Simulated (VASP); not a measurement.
Calculation: PBEsol GGA, VASP's PBE PAW potentials (set 64) (plane waves; VASP 6.6.1).

A VASP calculation is set up with these files.

### KPOINTS
```
Automatic mesh
0
Gamma
15 15 15
0 0 0
```

File POSCAR:
```
Au
1
   -0.0000000000     2.0404513350     2.0404513350
    2.0404513350    -0.0000000000     2.0404513350
    2.0404513350     2.0404513350    -0.0000000000
Au
1
Direct
  0.0000000000   0.0000000000   0.0000000000
```

INCAR:
```
EDIFFG = -0.02   ! ionic stop
PREC = Accurate
GGA = PS   ! PBEsol
IBRION = 2   ! conjugate gradients
ISIF = 3   ! ions, shape and volume
LMAXMIX = 6
LASPH = .TRUE.
ENCUT = 500
EDIFF = 1E-6   ! SCF stop (eV)
ALGO = Normal
ISMEAR = 1
SYSTEM = Au
LCHARG = .FALSE.
NELM = 100   ! most electronic steps
LREAL = .FALSE.
NSW = 40   ! most ionic steps
SIGMA = 0.1
LWAVE = .FALSE.
```

POTCAR, in this order: Au (PBE.64 set). Program: vasp_std.

Output of the run:

OUTCAR:
```
 ion  position               nearest neighbor table
   1  0.000  0.000  0.000-
  LATTYP: Found a face centered cubic cell.
 ALAT       =     4.0809026700
 Subroutine PRICEL returns:
 Original cell was already a primitive cell.
 Subroutine GETGRP returns: Found 48 space group operations
The static configuration has the point symmetry O_h .
The dynamic configuration has the point symmetry O_h .
 Subroutine INISYM returns: Found 48 space group operations
 Subroutine IBZKPT returns following result:
 Found    120 irreducible k-points:

 Following reciprocal coordinates:
            Coordinates               Weight
  0.000000  0.000000  0.000000      1.000000
  0.066667  0.000000  0.000000      8.000000
  0.133333  0.000000  0.000000      8.000000
  0.200000  0.000000  0.000000      8.000000
  0.266667  0.000000  0.000000      8.000000
  0.333333  0.000000  0.000000      8.000000
  0.400000  0.000000  0.000000      8.000000
  0.466667  0.000000  0.000000      8.000000
  0.066667  0.066667  0.000000      6.000000
  0.133333  0.066667  0.000000     24.000000
  0.200000  0.066667  0.000000     24.000000
  0.266667  0.066667  0.000000     24.000000
  0.333333  0.066667  0.000000     24.000000
  0.400000  0.066667  0.000000     24.000000
  0.466667  0.066667  0.000000     24.000000
 -0.466667  0.066667  0.000000     24.000000
 -0.400000  0.066667  0.000000     24.000000
 -0.333333  0.066667  0.000000     24.000000
 -0.266667  0.066667  0.000000     24.000000
 -0.200000  0.066667  0.000000     24.000000
 -0.133333  0.066667  0.000000     24.000000
 -0.066667  0.066667  0.000000     12.000000
  0.133333  0.133333  0.000000      6.000000
  0.200000  0.133333  0.000000     24.000000
  0.266667  0.133333  0.000000     24.000000
...
```

File OSZICAR:
```
       N       E                     dE             d eps       ncg     rms          rms(c)
DAV:   1     0.395530059003E+02    0.39553E+02   -0.57053E+03  2408   0.105E+03
DAV:   2    -0.395084410069E+01   -0.43504E+02   -0.40777E+02  2232   0.194E+02
DAV:   3    -0.426530619972E+01   -0.31446E+00   -0.31427E+00  2593   0.181E+01
DAV:   4    -0.426611596575E+01   -0.80977E-03   -0.80975E-03  2451   0.932E-01
DAV:   5    -0.426612112665E+01   -0.51609E-05   -0.51614E-05  2475   0.707E-02    0.966E+00
DAV:   6    -0.394944037993E+01    0.31668E+00   -0.10354E+00  2201   0.989E+00    0.597E+00
DAV:   7    -0.392632445809E+01    0.23116E-01   -0.88509E-02  2325   0.281E+00    0.288E+00
DAV:   8    -0.392325981287E+01    0.30646E-02   -0.22069E-03  2301   0.542E-01    0.304E-01
DAV:   9    -0.392323879813E+01    0.21015E-04   -0.23121E-05  2362   0.547E-02    0.181E-02
DAV:  10    -0.392324222542E+01   -0.34273E-05   -0.12879E-06  2197   0.113E-02    0.288E-03
DAV:  11    -0.392324224837E+01   -0.22944E-07   -0.47841E-08  1124   0.231E-03
   1 F= -.39232422E+01 E0= -.39230977E+01  d E =-.392324E+01
```

OUTCAR:
```
------------------------ aborting loop because EDIFF is reached ----------------------------------------
  FORCE on cell =-STRESS in cart. coord.  units (eV):
  Direction    XX          YY          ZZ          XY          YZ          ZX
  --------------------------------------------------------------------------------------
  Total       -0.0171003     -0.0171003     -0.0171003      0.0000000     -0.0000000      0.0000000
  in kB       -1.6125242     -1.6125242     -1.6125242      0.0000000     -0.0000000      0.0000000
  external PRESSURE =      -1.6125242 kB  Pullay stress =       0.0000000 kB
  volume of cell :       16.99
      direct lattice vectors                 reciprocal lattice vectors
     0.000000000  2.040451335  2.040451335    -0.245043825  0.245043825  0.245043825
     2.040451335  0.000000000  2.040451335     0.245043825 -0.245043825  0.245043825
     2.040451335  2.040451335  0.000000000     0.245043825  0.245043825 -0.245043825
 POSITION                                       TOTAL-FORCE (eV/Angst)
 -----------------------------------------------------------------------------------
      0.00000      0.00000      0.00000         0.000000      0.000000      0.000000
 -----------------------------------------------------------------------------------
    total drift:                               -0.000000      0.000000      0.000000
  FREE ENERGIE OF THE ION-ELECTRON SYSTEM (eV)
  ---------------------------------------------------
  free  energy   TOTEN  =        -3.9232422484 eV

  energy  without entropy=       -3.9228086626  energy(sigma->0) =       -3.92309772

 reached required accuracy - stopping structural energy minimisation
```
(Selected blocks of OUTCAR.)

The compound is Au in the fcc structure. It was relaxed first.
